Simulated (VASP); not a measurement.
A calculation with VASP 6.6.1 of HfB (ASE script, structure typed inline):

The input run.py:

```python
from ase import Atoms
from ase.calculators.vasp import Vasp
from ase.dft.bandgap import bandgap

atoms = Atoms(
    ['Hf', 'B'],
    cell=[[0.0, 2.31, 2.31], [2.31, 0.0, 2.31], [2.31, 2.31, 0.0]],
    scaled_positions=[[0.5, 0.5, 0.5], [0.0, 0.0, 0.0]],
    pbc=True,
)
calc = Vasp(
    directory='calc',
    xc='pbesol',
    pp='PBE',
    setups='materialsproject',
    prec='Accurate',
    encut=520,
    ediff=1e-06,
    ismear=0,
    sigma=0.1,
    lreal=False,
    lasph=True,
    nelm=100,
    algo='Normal',
    isif=2,
    lwave=False,
    lcharg=False,
    kpts=[10, 10, 10],
    gamma=True,
)
atoms.calc = calc

print('energy (eV):', atoms.get_potential_energy())
print('free energy (eV):', atoms.get_potential_energy(force_consistent=True))
print('forces (eV/A):')
print(atoms.get_forces())
print('stress (eV/A^3, Voigt):', atoms.get_stress())
print('Fermi level (eV):', calc.get_fermi_level())
gap, top, bottom = bandgap(calc)
print('band gap (eV):', gap, 'from (spin, k, band)', top, 'to', bottom)
```

Potentials or basis: VASP PAW PBE potentials, release 64 (Hf_pv, B).

Run with:

```console
$ python run.py
```

Write the same calculation in another form: native input, structure from a POSCAR.

As run:

File INCAR:

```
SYSTEM = HfB
PREC     = Accurate       ! precision mode
ENCUT    = 520            ! plane-wave cutoff, eV
EDIFF    = 1E-7           ! SCF threshold, eV
ISMEAR   = 0              ! smearing method
SIGMA    = 0.1            ! smearing width, eV
LREAL    = .False.        ! projectors in reciprocal space
LASPH    = .True.         ! aspherical terms in the spheres
NELM     = 60             ! most SCF steps
ALGO     = Normal         ! electronic algorithm
ISIF     = 2              ! what is computed and relaxed
LWAVE    = .False.        ! write WAVECAR
LCHARG   = .True.         ! write CHGCAR
GGA      = PS             ! functional
LELF     = .True.         ! ELF
LVHAR    = .True.
```

File KPOINTS:

```
regular mesh
0
Gamma
  10 10 10
  0 0 0
```

POSCAR

```
HfB
1.0
    0.0000000000      2.3100000000      2.3100000000
    2.3100000000      0.0000000000      2.3100000000
    2.3100000000      2.3100000000      0.0000000000
Hf B
1 1
Direct
    0.5000000000      0.5000000000      0.5000000000
    0.0000000000      0.0000000000      0.0000000000
```

Potentials or basis: VASP PAW PBE potentials, release 64 (Hf_pv, B).

Command:

```bash
$ cat potpaw_PBE.64/Hf_pv/POTCAR potpaw_PBE.64/B/POTCAR > POTCAR
$ mpirun -np 1 vasp_std > vasp.out
```

Both were run:

|  | ASE script, structure typed inline | native input, structure from a POSCAR |
| --- | --- | --- |
| Pressure | 24.2 GPa | 24.3 GPa |
| Band gap on the k mesh | none (metal or under the smearing width) | none (metal or under the smearing width) |

Keys that steer only the numerical path or the files written may differ.

Caveat: so large a pressure means that the cell lies far from this level's equilibrium, or that cutoff or potentials fall short; the potentials were made for another functional, which shifts forces and pressure.
